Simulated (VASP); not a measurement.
WSi$_{2}$ (MoSi2 type) relaxed at rising pressure, in one space group throughout; other phases were not tried. The pressures are those reached. Method: PBEsol GGA, VASP's PBE PAW potentials (set 64) (plane waves; VASP).

```json
[
 {"P (GPa)": "0.04", "V (Å³/atom)": "13.376", "k-mesh": "13×13×13"},
 {"P (GPa)": "5.04", "V (Å³/atom)": "13.105", "k-mesh": "13×13×13"},
 {"P (GPa)": "10.01", "V (Å³/atom)": "12.860", "k-mesh": "14×14×14"},
 {"P (GPa)": "19.90", "V (Å³/atom)": "12.435", "k-mesh": "14×14×14"},
 {"P (GPa)": "29.90", "V (Å³/atom)": "12.067", "k-mesh": "14×14×14"}
]
```

A change of mesh leaves a small step in the series.

Task: Fit an equation of state and predict the volume at 44.87 GPa.

Result: Least squares on the third-order Birch-Murnaghan form, P = (3B0/2)(y⁷ − y⁵)[1 + (3/4)(B′ − 4)(y² − 1)] with y = (V0/V)^(1/3), gives V0 = 13.378 Å³/atom, B0 = 233 GPa and B′ = 4.2, and so 11.602 Å³/atom. The run gave 11.602 Å³/atom, +0.0 % from the fit.

Pressures at which the relaxation failed are left out.

The compound is WSi2 in the MoSi2 type structure.
